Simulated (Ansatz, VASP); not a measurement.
# CaHf in two plane-wave programs

One calculation is typed for both programs; each brings its own data sets and cutoff. How far apart do they land? The cell is invented: As first built, before any earlier steps moved the atoms (in the runner's words): it takes the ZrHg structure with all of its atoms replaced by other elements, volume scaled by an estimate. It may not be a known or stable phase. The cell is taken from a series of VASP runs on this material, whose earlier steps may have relaxed, scaled or displaced it; both programs get it as it stands.

Method: plane waves, with VASP 6.6.1 beside it; relaxation of cell and atoms at RPBE, in Ansatz 0.2.0.

**1. Starting point**

It takes space group P4/mmm (No. 123, tetragonal). Conventional cell: a = 3.295 Å, b = 3.295 Å, c = 5.320 Å, α = 90.00°, β = 90.00°, γ = 90.00°. Nearest to Hf lie 4 Hf at 3.30 Å and 8 Ca at 3.54 Å. Nearest to Ca lie 4 Ca at 3.30 Å and 8 Hf at 3.54 Å. As first built, before any earlier steps moved the atoms (in the runner's words): sites of the ZrHg structure (space group 123) filled with other elements, volume scaled by an estimate. Farther neighbours are not listed.

Structure file:

```xyz
2
Lattice="3.2953 0.0000 0.0000 0.0000 3.2953 0.0000 0.0000 0.0000 5.3195" Properties=species:S:1:pos:R:3 pbc="T T T"
Hf    1.6476    1.6476    2.6598
Ca    0.0000    0.0000    0.0000
```

**2. VASP: relaxation of cell and atoms, RPBE**

The relaxed volume is the usual yardstick between codes: its relative difference is about their pressure difference at one cell divided by the bulk modulus.

Lines of VASP's logs that name or quote its potential files are left out, and so is its time.

INCAR reads:

```
SYSTEM = CaHf
PREC = Accurate
ENCUT = 400
EDIFF = 1E-06
NELM = 100
ISMEAR = 1
SIGMA = 0.2
LREAL = .FALSE.
ALGO = Normal
GGA = RP
LORBIT = 11
LWAVE = .FALSE.
LCHARG = .FALSE.
IBRION = 2
NSW = 60
ISIF = 3
EDIFFG = -0.01
```

POSCAR reads:

```
CaHf
1.0
    3.2952715101      0.0000000000      0.0000000000
    0.0000000000      3.2952715101      0.0000000000
    0.0000000000      0.0000000000      5.3195293823
Hf Ca
1 1
Direct
    0.5000000000      0.5000000000      0.5000000000
    0.0000000000      0.0000000000      0.0000000000
```

KPOINTS reads:

```
Automatic mesh
0
Gamma
8 8 5
0 0 0
```

PAW data sets: Hf_pv and Ca_sv (PBE family, release 64).

Launch:

```sh
> mpirun -np 1 vasp_std
```

Numbers of over 12 decimals in the logs are rounded to 6 here.

Log:

```text
[banner, memory and clock lines left out]
running    1 mpi-ranks, on    1 nodes
 distrk:  each k-point on    1 cores,    1 groups
 distr:  one band on    1 cores,    1 groups

 POSCAR found type information on POSCAR HfCa
 POSCAR found :  2 types and       2 ions
|                                                                             |
|               ----> ADVICE to this user running VASP <----                  |
|                                                                             |
|     You enforced a specific xc type in the INCAR file but a different       |
|     [... a line on the potential file left out ...]
|     I HOPE YOU KNOW WHAT YOU ARE DOING!                                     |
|                                                                             |

 LDA part: xc-table for (Slater+PW92), standard interpolation
 POSCAR, INCAR and KPOINTS ok, starting setup
 FFT: planning ... GRIDC
 FFT: planning ... GRID_SOFT
 FFT: planning ... GRID
 WAVECAR not read
 entering main loop
       N       E                     dE             d eps       ncg     rms          rms(c)
DAV:   1     0.983330810362E+02    0.98333E+02   -0.95383E+03  1260   0.111E+03
DAV:   2    -0.728766278289E+01   -0.10562E+03   -0.10458E+03  1494   0.297E+02
DAV:   3    -0.109488901108E+02   -0.36612E+01   -0.34802E+01  2100   0.419E+01
DAV:   4    -0.110500801540E+02   -0.10119E+00   -0.10036E+00  1712   0.646E+00
DAV:   5    -0.110542410513E+02   -0.41609E-02   -0.41604E-02  1970   0.921E-01    0.287E+01
DAV:   6    -0.102151132522E+02    0.83913E+00   -0.85872E+00  1562   0.101E+01    0.200E+01
DAV:   7    -0.100736921944E+02    0.14142E+00   -0.14774E+00  1604   0.490E+00    0.792E+00
DAV:   8    -0.100584715745E+02    0.15221E-01   -0.13697E-01  1800   0.208E+00    0.116E+00
DAV:   9    -0.100532194004E+02    0.52522E-02   -0.31446E-02  1654   0.756E-01    0.634E-01
DAV:  10    -0.100529409962E+02    0.27840E-03   -0.34493E-03  1694   0.263E-01    0.104E-01
DAV:  11    -0.100529478617E+02   -0.68655E-05   -0.11907E-04  1682   0.753E-02    0.302E-02
DAV:  12    -0.100529544511E+02   -0.65895E-05   -0.98250E-06  1870   0.261E-02    0.903E-03
DAV:  13    -0.100529543052E+02    0.14597E-06   -0.65487E-07  1206   0.362E-03
   1 F= -.10052954E+02 E0= -.10052145E+02  d E =-.100530E+02
[...]
2 F= -.10052986E+02 E0= -.10052138E+02  d E =-.321931E-04
[...]
3 F= -.10052989E+02 E0= -.10052123E+02  d E =-.348089E-04
[...]
4 F= -.10052973E+02 E0= -.10052070E+02  d E =-.186273E-04
[...]
5 F= -.10052991E+02 E0= -.10052117E+02  d E =-.363474E-04
[...]
6 F= -.10052991E+02 E0= -.10052122E+02  d E =-.364846E-04
 curvature:  -0.02 expect dE=-0.732E-06 dE for cont linesearch -0.102E-06
 ZBRENT: accuracy reached
 trial: gam= 0.00000 g(F)=  0.196E-66 g(S)=  0.427E-04 ort =-0.174E-04 (trialstep = 0.111E+01)
 search vector abs. value=  0.427E-04
 bond charge predicted
       N       E                     dE             d eps       ncg     rms          rms(c)
DAV:   1    -0.100533823740E+02   -0.39078E-03   -0.11363E-02  1266   0.109E+00    0.140E-01
DAV:   2    -0.100530934352E+02    0.28894E-03   -0.10364E-03  1488   0.271E-01    0.675E-02
DAV:   3    -0.100530002283E+02    0.93207E-04   -0.21333E-04  1798   0.125E-01    0.201E-02
DAV:   4    -0.100529967909E+02    0.34374E-05   -0.96085E-05  1982   0.537E-02    0.140E-02
DAV:   5    -0.100529971129E+02   -0.32203E-06   -0.36494E-06  1280   0.147E-02
   7 F= -.10052997E+02 E0= -.10052106E+02  d E =-.632316E-05
 trial-energy change:   -0.000006  1 .order   -0.000022   -0.000047    0.000003
 step:   1.0484(harm=  1.0484)  dis= 0.00000  next Energy=   -10.053013 (dE=-0.224E-04)
 reached required accuracy - stopping structural energy minimisation
```

From OUTCAR (step 2):

```text
ion  position               nearest neighbor table
   1  0.500  0.500  0.500-
   2  0.000  0.000  0.000-

  LATTYP: Found a simple tetragonal cell.
 ALAT       =     3.2952715101
 C/A-ratio  =     1.6142916801

 Subroutine GETGRP returns: Found 16 space group operations
 (whereof 16 operations were pure point group operations)

The static configuration has the point symmetry D_4h.

 Found     45 irreducible k-points:

   k-points           NKPTS =     45   k-points in BZ     NKDIM =     45   number of bands    NBANDS=     14

   dimension x,y,z NGX =    24 NGY =   24 NGZ =   36
   dimension x,y,z NGXF=    48 NGYF=   48 NGZF=   72

   ENCUT  =  400.0 eV  29.40 Ry    5.42 a.u.   5.37  5.37  8.67*2*pi/ulx,y,z

   NELECT =      20.0000    total number of electrons

 k-points in reciprocal lattice and weights: Automatic mesh
   0.00000000  0.00000000  0.00000000       0.003
   0.12500000  0.00000000  0.00000000       0.013
   0.25000000  0.00000000  0.00000000       0.013
   0.37500000  0.00000000  0.00000000       0.013
   0.50000000  0.00000000  0.00000000       0.006
   0.12500000  0.12500000  0.00000000       0.013
   0.25000000  0.12500000  0.00000000       0.025
   0.37500000  0.12500000  0.00000000       0.025
   0.50000000  0.12500000  0.00000000       0.013
[...]
0.50000000  0.37500000  0.40000000       0.025
   0.50000000  0.50000000  0.40000000       0.006

 average (electrostatic) potential at core
       1 -39.6641       2 -46.3063

 E-fermi :   3.3723

 k-point     1 :       0.0000    0.0000    0.0000
  band No.  band energies     occupation
    ...
      6     -18.2853      2.00000
      7     -18.2853      2.00000
      8      -2.1279      2.00000
      9       1.5904      2.00000
     10       2.6527      2.00000
     11       4.1983     -0.00000
     12       5.5972     -0.00000
     13       5.7940     -0.00000
     14       5.7940     -0.00000

 k-point     2 :       0.1250    0.0000    0.0000
  band No.  band energies     occupation
    ...
      6     -18.3458      2.00000
      7     -18.2802      2.00000
      8      -1.8361      2.00000
      9       1.8342      2.00000
     10       2.8103      2.00052
     11       3.9556     -0.00030
     12       5.5189     -0.00000
     13       5.7113     -0.00000
     14       5.8959     -0.00000

 k-point     3 :       0.2500    0.0000    0.0000
  band No.  band energies     occupation
    ...
      6     -18.3363      2.00000
      7     -18.2676      2.00000
      8      -1.0290      2.00000
      9       2.4283      2.00000
     10       3.1244      2.07085
     11       3.4589      0.33772
     12       4.9129     -0.00000
     13       5.7636     -0.00000
     14       6.1742     -0.00000

  Total       -0.0109955     -0.0109955      0.0080094      0.0000000     -0.0000000      0.0000000
  in kB       -0.3050189     -0.3050189      0.2221826      0.0000000     -0.0000000      0.0000000
  external PRESSURE =      -0.1292851 kB  Pullay stress =       0.0000000 kB

  energy-cutoff  :      400.00
  volume of cell :       57.76
      direct lattice vectors                 reciprocal lattice vectors
     3.292909916  0.000000000 -0.000000000     0.303682769  0.000000000 -0.000000000
     0.000000000  3.292909916  0.000000000    -0.000000000  0.303682769  0.000000000
     0.000000000 -0.000000000  5.326474818     0.000000000  0.000000000  0.187741430

 POSITION                                       TOTAL-FORCE (eV/Angst)
 -----------------------------------------------------------------------------------
      1.64645      1.64645      2.66324        -0.000000      0.000000      0.000000
      0.00000      0.00000      0.00000         0.000000     -0.000000      0.000000
 -----------------------------------------------------------------------------------
    total drift:                                0.000000      0.000000     -0.000000

  FREE ENERGIE OF THE ION-ELECTRON SYSTEM (eV)
  ---------------------------------------------------
  free  energy   TOTEN  =       -10.0529971129 eV

  energy  without entropy=      -10.0503244166  energy(sigma->0) =      -10.05210621

 reached required accuracy - stopping structural energy minimisation

 total charge
# of ion       s       p       d       tot
------------------------------------------
    1        0.396   6.203   1.398   7.997
    2        2.087   5.846   0.268   8.200
--------------------------------------------------
tot          2.482  12.049   1.666  16.197

[... 3 further parts left out ...]
```

CONTCAR:

```
CaHf
   1.00000000000000
     3.2929099164879014    0.0000000000000000   -0.0000000000000000
     0.0000000000000000    3.2929099164879014    0.0000000000000000
     0.0000000000000000   -0.0000000000000000    5.3264748178862344
  Hf              Ca
     1     1
Direct
     0.5000000000000000    0.5000000000000000    0.5000000000000000
     0.0000000000000000    0.0000000000000000    0.0000000000000000
```

**3. Ansatz: relaxation of cell and atoms, RPBE**

Ansatz runs on its default PAW (the set named soft_2) files.

The same cell, functional, mesh and smearing now go to Ansatz, which takes its cutoff from its data sets.

input.yaml reads:

```yaml
crystal:
  lattice:
    - [3.2952715101, 0.0, 0.0]
    - [0.0, 3.2952715101, 0.0]
    - [0.0, 0.0, 5.3195293823]
  atoms:
    - { symbol: Hf, position: [0.5, 0.5, 0.5] }
    - { symbol: Ca, position: [0.0, 0.0, 0.0] }
hamiltonian:
  xc: rpbe
  pseudopotentials: { kind: paw }
kpoints:
  mp_grid: { grid: [8, 8, 5] }
scf:
  occupations: { method: methfessel_paxton, width: 0.2 }
relax:
  f_tol: 0.01
  max_steps: 60
  cell: { stress_tol: 0.05 }
output:
  forces: true
  stress: true
```

Launch:

```sh
> ansatz run input.yaml --threads 4 --pin off --max-ram 9216MiB --backend cpu --events-out ev --progress --plain --runs-dir out
```

Log:

```text
Engine: ansatz 0.2.0, aarch64-unknown-linux-gnu
Pseudopotentials: kind: paw
Pseudopotential: Hf, paw, valence charge 26, recommended cutoff 420 eV (normal), Hf.paw.azcp
Pseudopotential: Ca, paw, valence charge 10, recommended cutoff 420 eV (normal), Ca.paw.azcp
Functional definition: RPBE
  parameter kappa = 0.804
  parameter beta = 0.066725
  exchange = rpbe_x(kappa = kappa, mu = beta*pi^2/3)
  correlation = pbe_c(beta = beta)
Crystal: 2 atoms, lattice volume = 57.764 Å³
Basis set: ecut = 420 eV, 1137 PW (Γ), exchange–correlation on 48×48×72 points (8 copies of the dense FFT grid, shifted against one another)
Bands: 22, of which v1, the nominal top of the filled ones, is band 18 counted from 1 (17 counted from 0)
Symmetry: 16 space group operations
Space group: P4/mmm (ITA 123), of the structure as read, at distance tolerance 3.9e-5 Å
k-points: 45 of 320
Non-local potential: Hf, projectors of the file, l = 0: 3, l = 1: 2, l = 2: 2, l = 3: 3
Non-local potential: Ca, projectors of the file, l = 0: 3, l = 1: 2, l = 2: 2
PAW form: soft (Blöchl's): semilocal exchange-correlation on the pseudo side does not see the compensation charge
PAW frozen core: Hf, regenerated for the run's functional, and the local potential with it (the file was generated under x = pbe(κ = 0.804, μ = 0.219515), c = pbe(β = 0.066725))
PAW frozen core: Ca, regenerated for the run's functional, and the local potential with it (the file was generated under x = pbe(κ = 0.804, μ = 0.219515), c = pbe(β = 0.066725))
PAW one-centre angular grid: Hf, 590 points (default); XC on 64 Gauss nodes
PAW one-centre angular grid: Ca, 110 points (default); XC on 64 Gauss nodes
Initial density: superposition of atomic densities (neutral atoms: chi_scale 0, normalization atom), corrected by the library's trained network
Initial wavefunctions: pseudopotential atomic-orbital guess
Functional: x = rpbe, c = pbe(β = 0.066725)
SCF iter   1: F=—  HF=-17553.837867 eV  |F-HF|=—  |Δ(HF+E_count)|=         —  Δρ=6.30e-3  dr2=9.92e-2  ethr=1.77e-3  ⟨swp⟩=6.2  Hψ=4479  notcnv=0
preconditioner: auto → Kerker (q_TF=auto, 2.522 Å⁻¹)  [metal: Δε(μ)=0.060 eV  Ē_g=13.613 eV  σ=0.200 eV  W_gap=0.24  n_scr=16 (ndim 8)  ℏωp=24.9 eV  f_vac=0.000  D(μ)=4.00/eV (n_scr^D=36)]
SCF iter   2: F=—  HF=-17553.828363 eV  |F-HF|=—  |Δ(HF+E_count)|=   9.50e-3  S|Δr|=    0.00e0  Δρ=2.53e-3  dr2=1.55e-2  ethr=2.76e-4  ⟨swp⟩=1.0  Hψ=1350  notcnv=0
SCF iter   3: F=—  HF=-17553.826285 eV  |F-HF|=—  |Δ(HF+E_count)|=   2.08e-3  S|Δr|=    0.00e0  Δρ=1.10e-3  dr2=2.42e-3  ethr=4.31e-5  ⟨swp⟩=2.0  Hψ=1370  notcnv=0
SCF iter   4: F=—  HF=-17553.825655 eV  |F-HF|=—  |Δ(HF+E_count)|=   6.29e-4  S|Δr|=    0.00e0  Δρ=6.40e-4  dr2=5.22e-4  ethr=6.71e-6  ⟨swp⟩=2.0  Hψ=1432  notcnv=0
SCF iter   5: F=—  HF=-17553.825595 eV  |F-HF|=—  |Δ(HF+E_count)|=   6.06e-5  S|Δr|=    0.00e0  Δρ=2.48e-4  dr2=7.08e-5  ethr=1.45e-6  ⟨swp⟩=2.0  Hψ=1636  notcnv=0
SCF iter   6: F=—  HF=-17553.825579 eV  |F-HF|=—  |Δ(HF+E_count)|=   1.58e-5  S|Δr|=    0.00e0  Δρ=4.82e-5  dr2=2.54e-6  ethr=1.97e-7  ⟨swp⟩=2.1  Hψ=1423  notcnv=0
SCF iter   7: F=—  HF=-17553.825580 eV  |F-HF|=—  |Δ(HF+E_count)|=   7.14e-7  S|Δr|=    0.00e0  Δρ=1.90e-5  dr2=4.64e-7  ethr=7.06e-9  ⟨swp⟩=2.3  Hψ=1711  notcnv=0
SCF iter   8: F=-17553.825580 eV  HF=-17553.825580 eV  |F-HF|=4.06e-9  |Δ(HF+E_count)|=   2.24e-7  S|Δr|=    0.00e0  Δρ=4.41e-6  dr2=1.33e-8  ethr=2.78e-10  ⟨swp⟩=4.7  Hψ=3722  notcnv=0
SCF 1 converged in 8 iterations: F = -17553.825580 eV  dr2 = 1.33e-8
  greatest PAW one-centre occupation: 0.999 electrons in one spin orbital (limit 2), on the Hf atom at site 0 (counted from 0), in its partial waves of l = 0
relax step   1: F+E_penalty+E_count = -17553.82557951 eV  Δ(F+E_penalty+E_count) = +0.000e0 eV  max|allowed force component| = 5.088e-29 eV/Å  Δτ_max = 0.0000 Å  P = +0.038 GPa  Ω = 57.764 Å³  (8 SCF iters, dr2 threshold 1.00e-7 eV, accepted)
[...]
relax step   2: F+E_penalty+E_count = -17553.82559630 eV  Δ(F+E_penalty+E_count) = -1.678e-5 eV  max|allowed force component| = 7.100e-30 eV/Å  Δτ_max = 0.0000 Å  P = -0.000 GPa  Ω = 57.815 Å³  energy of the carried Pulay correction = -4.791e-6 eV  (5 SCF iters, dr2 threshold 2.09e-8 eV, accepted)
[...]
relax step   3: F+E_penalty+E_count = -17553.82560274 eV  Δ(F+E_penalty+E_count) = -6.445e-6 eV  max|allowed force component| = 3.944e-31 eV/Å  Δτ_max = 0.0000 Å  P = -0.000 GPa  Ω = 57.815 Å³  stress off target by 2.84e-2 GPa  SCF on the basis re-selected at this cell (its energy is not comparable with the rows above)  (6 SCF iters)
basis re-selected at this cell: Δ(F+E_penalty+E_count) = -6.445e-6 eV, ΔP = -0.000 GPa vs the last step (what re-selecting the basis moved, of the pressure what is left beyond the Pulay correction that the steps carried, after the strain that the cell walked since its last selection, with what the two solves' SCF thresholds leave and, on support functions, any second-order correction that the steps lacked; it is no m [...]
SCF converged after 6 iterations
Stability not checked: this state was not tested for a lower state beside it, because cold or Methfessel-Paxton smearing, or corrected tetrahedra, fill the levels in a way that the test cannot read (fill_not_monotonic; see scf.lower_state_search)
Free energy (F): -17553.825603 eV
Harris-Foulkes:  -17553.825603 eV  (|F-HF|=0.00e0)
Internal energy: -17553.822984 eV  (E = F + TS)
E sigma→0 (E₀):  -17553.824948 eV
Entropy (-TS):   -0.002618 eV (-1.309 meV/atom)
Fermi energy:    11.342710 eV
--- Per-component energies (eV) ---
  E_band       = -296.243980
  E_kinetic    = 699.595301
  E_local      = -7412.812682  (includes V_loc(G=0)·N_el)
  E_nonlocal   = -1183.674600
  E_hartree    = 3336.891998
  E_xc         = -436.382432
  E_vxc        = -434.706086  (∫ρ·V_xc dr)
  E_paw        = -7800.775444  (= ΣΔE_a)
  E_vpaw       = 1361.570032  (= ΣTr[D̂ρ^β])
  E_aug_tail   = -0.000008  (compensation charges beyond the density's cutoff)
  E_ewald      = -4756.427900
  E_core_change = -0.237218  (= ΣΔE_core)
  E_smearing   = -0.002618  (= −TS)
  E_closure    = 0.000000  (closes the sum)
  Σ components = -17553.825603   (vs F -17553.825603, Δ=0.00e0)
--- Forces (eV/Å), atoms counted from 1 ---
  atom   1  Hf     0.00000000     0.00000000     0.00000000
  atom   2  Ca    -0.00000000     0.00000000     0.00000000
  max |Σ_I F_I| component: 7.89e-31 eV/Å
--- Stress (GPa, compression-positive) ---
       -0.014782       0.000000       0.000000
        0.000000      -0.014782       0.000000
        0.000000       0.000000       0.028449
  P = ⅓ Tr σ = -0.0004 GPa (-0.004 kbar)
--- Relaxed structure (2 steps of the walk, 2 accepted, 1 SCFs on fresh bases) ---
  F+E_penalty+E_count = -17553.82560274 eV   max|allowed force component| = 3.944e-31 eV/Å   (the final SCF, on the basis selected at the relaxed cell)
  cell:  # Å, volume = 57.8146 Å³
    - [3.295085, 0.0, 0.0]
    - [0.0, 3.295085, 0.0]
    - [0.0, 0.0, 5.324817]
  atoms:
    - { symbol: Hf, position: [0.5, 0.5, 0.500000] }
    - { symbol: Ca, position: [0, 0.0, 0.0] }
```

Elapsed: 2.8 s, on 4 threads of Arm Neoverse V1, shared host; peak memory 0.39 GiB.

**4. Comparison**

Known differences besides the potentials themselves: both relaxations stop at a tolerance, which leaves soft axes loose, and VASP keeps its plane-wave basis; the data sets hold 36 valence electrons in Ansatz (default PAW (the set named soft_2) files) and 20 in VASP; the cutoff is 420 eV in Ansatz and 400 eV in VASP; Ansatz makes its cores anew for this functional, VASP keeps those of its PBE data sets; VASP leaves aspherical gradient terms in its spheres out (LASPH is not set), Ansatz keeps them; Ansatz adds a Pulay correction to the stress that steers its cell, VASP none. Total energies have different zeros and are not compared.

Compared:

```csv
quantity,Ansatz,VASP,difference
volume (Å³),57.81,57.76,+0.10 %
"edge a after relaxation, in the typed setting (Å)",3.295,3.293,+0.07 %
"edge c after relaxation, in the typed setting (Å)",5.325,5.327,-0.03 %
```

The walks stopped with 0.00 GPa left in Ansatz and -0.01 GPa in VASP; each walk ends within a tolerance, so the volume difference is uncertain by about these residues over the bulk modulus, most in soft cells.

**5. Results**

```yaml
difference_in_volume_relaxation_of_cell_and_atoms_rpbe: 0.10 %
```

The difference in volume is 0.10 % (relaxation of cell and atoms, RPBE), within the 1.2 % picked in this series as the mark of a large difference, as far as the stopping tolerances let one tell. How closely two codes agree says nothing of how well the functional describes the real material.

[Lines on the potential files, build, host, timing and source positions are cut from VASP's logs without a mark.]

[Logs are printed without paths, hosts, clocks, repeated set-up lines and the standing remarks that a program may print on its own settings, such as how far it seeks lower states.]

[Hosts, paths, dates, database ids (printed as entryN), source tags and the programs' standing remarks are cut or masked in the printed files.]
